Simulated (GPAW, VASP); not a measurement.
Given: the input of a run of VASP 6.6.1 on In3As. The cell comes from a database or a generator and needn't be the stable form of this composition.

File INCAR:

```
SYSTEM = In3As
PREC = Accurate ; ENCUT = 520
EDIFF = 1E-7 ; ISMEAR = -1
SIGMA = 0.05 ; LREAL = .False.
LASPH = .True. ; NELM = 80
ALGO = Normal ; ISIF = 2
LWAVE = .False. ; LCHARG = .False.
GGA = PE ; NBANDS = 30
```

Contents of KPOINTS:

```
regular mesh
0
Gamma
  6 6 6
  0 0 0
```

Contents of POSCAR:

```
In3As
1.0
    4.6716810000      0.0000000000      0.0000000000
    0.0000000000      4.6716810000      0.0000000000
    0.0000000000      0.0000000000      4.6716810000
In As
3 1
Direct
    0.5000000000      0.5000000000      0.0000000000
    0.5000000000      0.0000000000      0.5000000000
    0.0000000000      0.5000000000      0.5000000000
    0.0000000000      0.0000000000      0.0000000000
```

Potentials or basis: VASP PAW PBE potentials, release 64 (In_d, As).

Command:

```sh
$ cat potpaw_PBE.64/In_d/POTCAR potpaw_PBE.64/As/POTCAR > POTCAR
$ mpirun -np 1 vasp_std > vasp.out
```

Q: Set up the same calculation for GPAW 26.7.0 (ASE script). Potentials or basis there: GPAW PAW data sets (gpaw-data 1.2.1), cutoff 600 eV.

A: As run (cutoffs and basis follow the program's own potentials, and thresholds, step limits or extra output files can differ):

Contents of run.py:

```python
from ase import Atoms
from ase.dft.bandgap import bandgap
from ase.io import write
from ase.units import Bohr, GPa
from gpaw import GPAW, PW
from gpaw.elf import elf_from_dft_calculation

atoms = Atoms(['In', 'In', 'In', 'As'],
              cell=[[4.671681, 0.0, 0.0],
                    [0.0, 4.671681, 0.0],
                    [0.0, 0.0, 4.671681]],
              scaled_positions=[[0.5, 0.5, 0.0],
                                [0.5, 0.0, 0.5],
                                [0.0, 0.5, 0.5],
                                [0.0, 0.0, 0.0]],
              pbc=True)

calc = GPAW(mode=PW(600),
            xc='PBE',
            kpts={'size': (6, 6, 6), 'gamma': True},
            occupations={'name': 'fermi-dirac', 'width': 0.05},
            nbands=36,
            convergence={'density': 1e-05, 'energy': 1e-05},
            maxiter=150,
            txt='gpaw.txt')
atoms.calc = calc
energy = atoms.get_potential_energy()
forces = atoms.get_forces()
stress = atoms.get_stress()
calc.write('gs.gpw')
write('result.traj', atoms)
print(f'Energy: {energy:.6f} eV')
print('Forces (eV/A):')
print(forces.round(4))
print('Stress (GPa):', (stress / GPa).round(3))
print('Fermi level:', round(calc.get_fermi_level(), 4), 'eV')
print(f'Gap: {bandgap(calc)[0]:.4f} eV, direct: {bandgap(calc, direct=True)[0]:.4f} eV')

# fields on the real-space grid
write('density.cube', atoms, data=calc.get_pseudo_density() * Bohr**3)
write('potential.cube', atoms, data=calc.get_electrostatic_potential())
write('elf.cube', atoms, data=elf_from_dft_calculation(calc).data)
```

Potentials or basis: GPAW PAW data sets (gpaw-data 1.2.1), pw.

The run is started by

```console
$ OMP_NUM_THREADS=1 python run.py
```

Both were run:

|  | VASP | GPAW |
| --- | --- | --- |
| Pressure | 0.6 GPa | 0.3 GPa |

Pressure is positive in compression.
